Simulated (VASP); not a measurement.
Here is the system:

```xyz
2
Lattice="1.3501 -2.3740 0.0000 1.3501 2.3740 0.0000 0.0000 0.0000 4.3169" Properties=species:S:1:pos:R:3 pbc="T T T"
Os     1.3501     0.7914     1.0792
Os     1.3501    -0.7914     3.2377
```

Calculation: r2SCAN meta-GGA, VASP's PBE PAW potentials (set 64) (plane waves; VASP 6.6.1). Numerical set-up: 480 eV cut-off, 14×14×8 Γ-centred mesh, first-order Methfessel-Paxton smearing of 0.10 eV, potentials Os.

Unless said otherwise, spin-orbit coupling is left out, though it shifts the bands of the heavy elements here.

Task: Predict the energy per atom (σ→0), pressure, largest force, band gap (on the k-mesh) with the smallest direct gap where there is one.

Result: 
The band gap (on the k-mesh) is none (metal, semimetal or under 0.01 eV), the energy per atom (σ→0) is -52.992 eV/atom and the pressure comes out as 68.0 kbar. The largest force is 0.00167 Ha/bohr.

Total energies compare only between runs with the same potentials, cut-off and functional.

The compound is Os in the hcp structure. This cell was strained or had an atom moved on purpose.
